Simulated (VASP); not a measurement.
Given:

```yaml
crystal:
  lattice:
    - [0.00000, 2.35932, 2.35932]
    - [2.35932, 0.00000, 2.35932]
    - [2.35932, 2.35932, 0.00000]
  atoms:
    - { symbol: Sb, position: [0.00000, 0.00000, 0.00000] }
```

Computed with PBEsol GGA with spin-orbit coupling, VASP's PBE PAW potentials (set 64) (plane waves; VASP). Settings: 400 eV cut-off, 12×12×12 Γ-centred mesh, Gaussian smearing of 0.050 eV, potentials Sb.

### Question
Give the energies of bands 3 to 11 at the high-symmetry points, in eV from the Fermi level.

### Answer

| band | Γ | X | U | L | W |
|---|---|---|---|---|---|
| 3 | 4.67 | -5.10 | -4.20 | -6.02 | -3.49 |
| 4 | 4.67 | -5.10 | -4.20 | -6.02 | -3.49 |
| 5 | 5.88 | 0.11 | -3.10 | 3.38 | -3.10 |
| 6 | 5.88 | 0.11 | -3.10 | 3.38 | -3.10 |
| 7 | 5.88 | 0.62 | 1.22 | 4.08 | -1.58 |
| 8 | 5.88 | 0.62 | 1.22 | 4.08 | -1.58 |
| 9 | 9.97 | 4.13 | 5.04 | 8.33 | 9.37 |
| 10 | 9.97 | 4.13 | 5.04 | 8.33 | 9.37 |
| 11 | 9.97 | 4.59 | 9.93 | 9.05 | 10.80 |

It has no gap at this level: it comes out as a metal or semimetal.

The structure was generated: Sb was put into the fcc type (Fm-3m), which need not be its known phase. It was relaxed first.
